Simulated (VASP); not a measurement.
Level of theory: PBEsol GGA, VASP's PBE PAW potentials (set 64) (plane waves; VASP).

VASP ran on this input.

### POSCAR
```
SiO2
5.021530
  1.0000000226   0.0000000000   0.0000000000
  0.0000000000   1.0000000226   0.0000000000
  0.0000000000   0.0000000000   1.3963312643
Si O
4 8
Cartesian
  0.2007131607   0.2007131607   0.0000000000
  0.2992868506   0.7007131720   1.0472484482
  0.7992868618   0.7992868618   0.6981656321
  0.7007131720   0.2992868506   0.3490828161
  0.6038068742   0.7391068065   0.9478623976
  0.7608932274   0.1038068629   0.5987795816
  0.3961931483   0.2608932161   0.2496967655
  0.2391067952   0.8961931596   1.2969452137
  0.1038068629   0.7608932274   0.7975516827
  0.2608932161   0.3961931483   1.1466344988
  0.8961931596   0.2391067952   0.0993860506
  0.7391068065   0.6038068742   0.4484688666
```

**KPOINTS**
```
Automatic mesh
0
Gamma
5 5 4
0 0 0
```

**INCAR**
```
SYSTEM=SiO2
PREC=Accurate; ENCUT=520; LREAL=.False.
LASPH=.True.
EDIFF=1E-7; NELM=100; ALGO=Normal
ISMEAR=-5
GGA=PS
ISIF=2
LWAVE=.False.; LCHARG=.True.; LORBIT=11
NEDOS=601
LEFG=.True.
```

POTCAR, in this order: Si O (PBE.64 set). Program: vasp_std.

The run wrote:

### OSZICAR
```
       N       E                     dE             d eps       ncg     rms          rms(c)
DAV:   1     0.438076131428E+03    0.43808E+03   -0.33016E+04  1404   0.149E+03
DAV:   2    -0.752667994925E+02   -0.51334E+03   -0.50123E+03  1830   0.338E+02
DAV:   3    -0.109995917666E+03   -0.34729E+02   -0.34598E+02  1656   0.987E+01
DAV:   4    -0.110528196587E+03   -0.53228E+00   -0.53127E+00  1664   0.131E+01
DAV:   5    -0.110540387250E+03   -0.12191E-01   -0.12185E-01  1642   0.191E+00    0.285E+01
DAV:   6    -0.987972269570E+02    0.11743E+02   -0.52170E+01  1635   0.344E+01    0.136E+01
DAV:   7    -0.987198463882E+02    0.77381E-01   -0.14413E+00  1771   0.536E+00    0.515E+00
DAV:   8    -0.986802364951E+02    0.39610E-01   -0.73514E-02  1649   0.188E+00    0.177E+00
DAV:   9    -0.986895889987E+02   -0.93525E-02   -0.28197E-02  1635   0.112E+00    0.382E-01
DAV:  10    -0.986938353725E+02   -0.42464E-02   -0.67937E-03  1649   0.401E-01    0.123E-01
DAV:  11    -0.986938443203E+02   -0.89477E-05   -0.22321E-03  1656   0.245E-01    0.330E-02
DAV:  12    -0.986938616561E+02   -0.17336E-04   -0.79768E-05  1656   0.496E-02    0.243E-02
DAV:  13    -0.986938742450E+02   -0.12589E-04   -0.35984E-05  1642   0.299E-02    0.401E-03
DAV:  14    -0.986938749474E+02   -0.70240E-06   -0.11977E-06  1664   0.585E-03    0.115E-03
DAV:  15    -0.986938749833E+02   -0.35909E-07   -0.66345E-08  1073   0.145E-03
   1 F= -.98693875E+02 E0= -.98693875E+02  d E =0.000000E+00
```

### OUTCAR
```
------------------------ aborting loop because EDIFF is reached ----------------------------------------
  FORCE on cell =-STRESS in cart. coord.  units (eV):
  Direction    XX          YY          ZZ          XY          YZ          ZX
  --------------------------------------------------------------------------------------
  Total        0.2023234      0.2023234      0.0193877      0.0000000      0.0000000     -0.0000000
  in kB        1.8334116      1.8334116      0.1756875      0.0000000      0.0000000     -0.0000000
  external PRESSURE =       1.2808369 kB  Pullay stress =       0.0000000 kB
  volume of cell :      176.81
      direct lattice vectors                 reciprocal lattice vectors
     5.021530113  0.000000000  0.000000000     0.199142488  0.000000000  0.000000000
     0.000000000  5.021530113  0.000000000     0.000000000  0.199142488  0.000000000
     0.000000000  0.000000000  7.011719334     0.000000000  0.000000000  0.142618373
 POSITION                                       TOTAL-FORCE (eV/Angst)
 -----------------------------------------------------------------------------------
      1.00789      1.00789      0.00000         0.007778      0.007778     -0.000000
      1.50288      3.51865      5.25879        -0.007778      0.007778     -0.000000
      4.01364      4.01364      3.50586        -0.007778     -0.007778     -0.000000
      3.51865      1.50288      1.75293         0.007778     -0.007778     -0.000000
      3.03203      3.71145      4.75972         0.003651      0.006896     -0.002021
      3.82085      0.52127      3.00679        -0.006896      0.003651     -0.002021
      1.98950      1.31008      1.25386        -0.003651     -0.006896     -0.002021
      1.20068      4.50026      6.51265         0.006896     -0.003651     -0.002021
      0.52127      3.82085      4.00493         0.003651     -0.006896      0.002021
      1.31008      1.98950      5.75786        -0.006896     -0.003651      0.002021
      4.50026      1.20068      0.49907        -0.003651      0.006896      0.002021
      3.71145      3.03203      2.25200         0.006896      0.003651      0.002021
 -----------------------------------------------------------------------------------
    total drift:                               -0.000000      0.000000      0.000000
  FREE ENERGIE OF THE ION-ELECTRON SYSTEM (eV)
  ---------------------------------------------------
  free  energy   TOTEN  =       -98.6938749833 eV

  energy  without entropy=      -98.6938749833  energy(sigma->0) =      -98.69387498

 total charge

# of ion       s       p       d       tot
------------------------------------------
    1        0.645   0.998   0.000   1.643
    2        0.645   0.998   0.000   1.643
    3        0.645   0.998   0.000   1.643
    4        0.645   0.998   0.000   1.643
    5        1.544   3.681   0.000   5.225
    6        1.544   3.681   0.000   5.225
    7        1.544   3.681   0.000   5.225
    8        1.544   3.681   0.000   5.225
    9        1.544   3.681   0.000   5.225
   10        1.544   3.681   0.000   5.225
   11        1.544   3.681   0.000   5.225
   12        1.544   3.681   0.000   5.225
--------------------------------------------------
tot         14.932  33.440   0.000  48.372

 Electric field gradients after diagonalization (V/A^2)
 (convention: |V_zz| > |V_xx| > |V_yy|)
----------------------------------------------------------------------
 ion       V_xx      V_yy      V_zz     asymmetry (V_yy - V_xx)/ V_zz
----------------------------------------------------------------------
   1       3.235     0.112    -3.346       0.933
   2       3.235     0.112    -3.346       0.933
   3       3.235     0.112    -3.346       0.933
   4       3.235     0.112    -3.346       0.933
   5     -51.828   -37.821    89.649       0.156
   6     -51.828   -37.821    89.649       0.156
   7     -51.828   -37.821    89.649       0.156
   8     -51.828   -37.821    89.649       0.156
   9     -51.828   -37.821    89.649       0.156
  10     -51.828   -37.821    89.649       0.156
  11     -51.828   -37.821    89.649       0.156
  12     -51.828   -37.821    89.649       0.156
```
(Selected blocks of OUTCAR.)

OUTCAR:
```
 val. band max:       -0.1347932284   @ k =   0.0000   0.0000   0.0000

 cond. band min:       5.4318818741   @ k =   0.0000   0.0000   0.0000


 Fermi energy:        -0.1328129288

 k-point     1 :       0.0000    0.0000    0.0000
  band No.  band energies     occupation
      1     -19.4510      2.00000
      2     -18.5602      2.00000
      3     -18.5602      2.00000
      4     -17.4033      2.00000
      5     -17.3583      2.00000
      6     -17.3518      2.00000
      7     -17.3409      2.00000
      8     -17.3409      2.00000
      9      -9.6521      2.00000
     10      -7.5392      2.00000
     11      -7.5392      2.00000
     12      -5.9184      2.00000
     13      -5.8101      2.00000
     14      -5.8101      2.00000
     15      -5.3211      2.00000
     16      -5.1762      2.00000
     17      -3.0682      2.00000
     18      -3.0526      2.00000
     19      -3.0526      2.00000
     20      -2.5099      2.00000
     21      -2.4112      2.00000
     22      -2.1495      2.00000
     23      -1.9409      2.00000
     24      -1.8950      2.00000
     25      -1.8950      2.00000
     26      -1.4270      2.00000
     27      -1.4270      2.00000
     28      -1.3426      2.00000
     29      -0.7993      2.00000
     30      -0.4148      2.00000
     31      -0.4148      2.00000
     32      -0.1348      2.00000
     33       5.4319      0.00000
     34       8.4945      0.00000
     35       8.4945      0.00000
     36       8.8603      0.00000
     37       8.8603      0.00000
     38       9.2785      0.00000
     39       9.5836      0.00000

 k-point     2 :       0.2000    0.0000    0.0000
  band No.  band energies     occupation
      1     -19.3695      2.00000
      2     -18.6440      2.00000
      3     -18.4624      2.00000
      4     -17.4836      2.00000
      5     -17.4079      2.00000
      6     -17.3763      2.00000
      7     -17.3520      2.00000
      8     -17.3416      2.00000
      9      -9.4403      2.00000
...
```

The structure comes from a computed database's SiO2 entry (P4_32_12); how it stands against other phases isn't given here. It was relaxed first.
